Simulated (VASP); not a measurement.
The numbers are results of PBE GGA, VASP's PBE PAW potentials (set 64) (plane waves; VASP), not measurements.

Input for VASP

### KPOINTS
```
Automatic mesh
0
Gamma
8 8 8
0 0 0
```

**INCAR**
```
LASPH=.True.
EDIFF=1E-6
LMAXMIX=4   ! l cut-off of mixed one-centre charges
GGA=PE   ! PBE
ISMEAR=0
LREAL=.False.   ! projection in real space or not
LWAVE=.False.
ALGO=Normal
NELM=100   ! most electronic steps
ISIF=2
ENCUT=300   ! plane-wave cut-off (eV)
SIGMA=0.05   ! width (eV)
PREC=Accurate
LCHARG=.False.
SYSTEM=CuRu
```

POSCAR:
```
CuRu
1
    0.0000000000     2.7795770000     2.7795770000
    2.7795770000     0.0000000000     2.7795770000
    2.7795770000     2.7795770000     0.0000000000
Cu Ru
2 2
Direct
  0.7500000000   0.7500000000   0.7500000000
  0.5000000000   0.5000000000   0.5000000000
  0.0000000000   0.0000000000   0.0000000000
  0.2500000000   0.2500000000   0.2500000000
```

POTCAR, in this order: Cu Ru_pv (PBE.64 set). Program: vasp_std.

The run wrote:

### OSZICAR
```
       N       E                     dE             d eps       ncg     rms          rms(c)
DAV:   1     0.392213015918E+03    0.39221E+03   -0.19181E+04  2060   0.168E+03
DAV:   2    -0.176298513363E+01   -0.39398E+03   -0.38148E+03  1800   0.449E+02
DAV:   3    -0.252588413979E+02   -0.23496E+02   -0.21613E+02  2020   0.126E+02
DAV:   4    -0.260741773256E+02   -0.81534E+00   -0.81228E+00  2582   0.231E+01
DAV:   5    -0.260927774980E+02   -0.18600E-01   -0.18590E-01  2260   0.299E+00    0.299E+01
DAV:   6    -0.282661416275E+02   -0.21734E+01   -0.57061E+01  2144   0.191E+02    0.187E+01
DAV:   7    -0.228095620619E+02    0.54566E+01   -0.19357E+01  2154   0.109E+02    0.556E+00
DAV:   8    -0.229292674885E+02   -0.11971E+00   -0.20668E+00  2680   0.266E+01    0.421E+00
DAV:   9    -0.228010005164E+02    0.12827E+00   -0.37237E-01  2558   0.169E+01    0.132E+00
DAV:  10    -0.227988469992E+02    0.21535E-02   -0.32125E-02  2694   0.256E+00    0.278E-01
DAV:  11    -0.227987081418E+02    0.13886E-03   -0.12332E-03  2550   0.338E-01    0.255E-01
DAV:  12    -0.227980169195E+02    0.69122E-03   -0.12195E-03  2588   0.103E+00    0.693E-02
DAV:  13    -0.227979693413E+02    0.47578E-04   -0.26876E-04  2706   0.313E-01    0.132E-02
DAV:  14    -0.227979699915E+02   -0.65014E-06   -0.95287E-06  2500   0.346E-02
   1 F= -.22797970E+02 E0= -.22796109E+02  d E =-.372168E-02
```

### OUTCAR
```
------------------------ aborting loop because EDIFF is reached ----------------------------------------
  FORCE on cell =-STRESS in cart. coord.  units (eV):
  Direction    XX          YY          ZZ          XY          YZ          ZX
  --------------------------------------------------------------------------------------
  Total       18.7982220     18.7982220     18.7982220     -0.0000000      0.0000000      0.0000000
  in kB      701.2312029    701.2312029    701.2312029     -0.0000000      0.0000000      0.0000000
  external PRESSURE =     701.2312029 kB  Pullay stress =       0.0000000 kB
  volume of cell :       42.95
      direct lattice vectors                 reciprocal lattice vectors
     0.000000000  2.779577000  2.779577000    -0.179883486  0.179883486  0.179883486
     2.779577000  0.000000000  2.779577000     0.179883486 -0.179883486  0.179883486
     2.779577000  2.779577000  0.000000000     0.179883486  0.179883486 -0.179883486
 POSITION                                       TOTAL-FORCE (eV/Angst)
 -----------------------------------------------------------------------------------
      4.16937      4.16937      4.16937        -0.000000     -0.000000     -0.000000
      2.77958      2.77958      2.77958         0.000000      0.000000      0.000000
      0.00000      0.00000      0.00000         0.000000      0.000000      0.000000
      1.38979      1.38979      1.38979        -0.000000     -0.000000     -0.000000
 -----------------------------------------------------------------------------------
    total drift:                               -0.000000      0.000000      0.000000
  FREE ENERGIE OF THE ION-ELECTRON SYSTEM (eV)
  ---------------------------------------------------
  free  energy   TOTEN  =       -22.7979699915 eV

  energy  without entropy=      -22.7942483158  energy(sigma->0) =      -22.79610915
```
(Selected blocks of OUTCAR.)

OUTCAR:
```
 val. band max:       13.1691879678   @ k =   0.5000   0.3750   0.1250

 cond. band min:      13.2139792759   @ k =  -0.3750   0.3750   0.1250


 Fermi energy:        13.1886912952

 k-point     1 :       0.0000    0.0000    0.0000
  band No.  band energies     occupation
      1     -30.2671      2.00000
      2     -30.2671      2.00000
      3     -30.2671      2.00000
      4     -29.5159      2.00000
      5     -29.5159      2.00000
      6     -29.5159      2.00000
      7       3.2950      2.00000
      8       6.4382      2.00000
      9       6.4382      2.00000
     10       8.5491      2.00000
     11       8.5491      2.00000
     12       8.5491      2.00000
     13       8.6645      2.00000
     14       8.6645      2.00000
     15       8.6645      2.00000
     16       9.5940      2.00000
     17       9.5940      2.00000
     18       9.5940      2.00000
     19      10.7658      2.00000
     20      10.7658      2.00000
     21      11.9639      2.00000
     22      11.9639      2.00000
     23      13.1080      1.97745
     24      13.1080      1.97745
     25      13.1080      1.97745
     26      14.1869      0.00000
     27      14.1869      0.00000
     28      20.9788      0.00000
     29      20.9788      0.00000
     30      20.9788      0.00000

 k-point     2 :       0.1250    0.0000    0.0000
  band No.  band energies     occupation
      1     -30.2813      2.00000
      2     -30.2813      2.00000
      3     -30.2665      2.00000
      4     -29.5186      2.00000
      5     -29.5012      2.00000
      6     -29.5012      2.00000
      7       3.5771      2.00000
      8       6.5618      2.00000
      9       6.5618      2.00000
     10       8.0541      2.00000
     11       8.3657      2.00000
     12       8.3657      2.00000
     13       8.8794      2.00000
     14       8.8794      2.00000
     15       8.9882      2.00000
     16       9.5342      2.00000
     17       9.5342      2.00000
     18       9.8184      2.00000
...
```

At this cut-off the stress carries a Pulay error, which pulls relaxed volumes low.

The structure was generated: CuRu was put into an ordered model structure, which need not be its known phase. The cell was not relaxed at this level.
